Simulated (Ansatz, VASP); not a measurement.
# HfZrGe4 in VASP and in Ansatz

File INCAR:

```
ALGO = Normal ; EDIFF = 1E-6
ENCUT = 520 ; GGA = PE
ISIF = 2 ; ISMEAR = 0
LASPH = T ; LCHARG = F
LREAL = F ; LWAVE = F
NBANDS = 48 ; NELM = 100
PREC = Accurate ; SIGMA = 0.1
```

Contents of KPOINTS:

```
k-points
0
Gamma
  4 4 4
```

File POSCAR:

```
HfZrGe4
1.0
    0.0000000000      4.0811436900      4.0811436900
    4.0811436900      0.0000000000      4.0811436900
    4.0811436900      4.0811436900      0.0000000000
Zr Hf Ge
1 1 4
Direct
    0.0000000000      0.0000000000      0.0000000000
    0.7500000000      0.7500000000      0.7500000000
    0.3920515100      0.3920515100      0.3920515100
    0.3920515100      0.3920515100      0.8238454600
    0.3920515100      0.8238454600      0.3920515100
    0.8238454600      0.3920515100      0.3920515100
```

Input for Ansatz:

```yaml
crystal:
  lattice:
    - [0.0, 4.08114369, 4.08114369]
    - [4.08114369, 0.0, 4.08114369]
    - [4.08114369, 4.08114369, 0.0]
  atoms:
    - { symbol: Zr, position: [0.0, 0.0, 0.0] }
    - { symbol: Hf, position: [0.75, 0.75, 0.75] }
    - { symbol: Ge, position: [0.39205151, 0.39205151, 0.39205151] }
    - { symbol: Ge, position: [0.39205151, 0.39205151, 0.82384546] }
    - { symbol: Ge, position: [0.39205151, 0.82384546, 0.39205151] }
    - { symbol: Ge, position: [0.82384546, 0.39205151, 0.39205151] }
basis:
  ecutwfc: 420
kpoints:
  mp_grid: { grid: [4, 4, 4] }
hamiltonian:
  xc: pbe
scf:
  occupations: { method: gaussian, width: 0.1 }
  lower_state_search: "off"
output:
  forces: true
  stress: true
  eigenvalues: true
```

Alike in both runs: task single point; functional PBE; k mesh 4 × 4 × 4; occupations gaussian, width 0.1 eV; no spin polarisation.

|  | VASP | Ansatz |
| --- | --- | --- |
| version | VASP 6.6.1 | Ansatz 0.2.0 |
| potentials or method | VASP PAW PBE potentials, release 64 (Zr_sv, Hf_pv, Ge_d) | scalar-relativistic, plane waves, PAW |
| plane-wave cutoff (eV) | 520 | 420 |
| valence electrons in the cell | 78 | 94 |

```csv
,VASP,Ansatz,Ansatz less VASP
gap on the k mesh at the Fermi level (eV),none,none,-
pressure (GPa),-5.9,-5.9,+0.05
rms of the force components (eV/Å),1.364,1.356,-0.0076
```

Atom by atom the forces differ by 0.008 eV/Å (rms over components). A gap of «none» marks a metal or a gap that the smearing closes. The two sets of potentials don't hold the same shells in valence.

Caveats: forces of over 1 eV/Å show positions far from the minimum, so gaps and moduli don't describe the material at rest. The runs have no spin-orbit coupling, so splittings on Hf are missing.
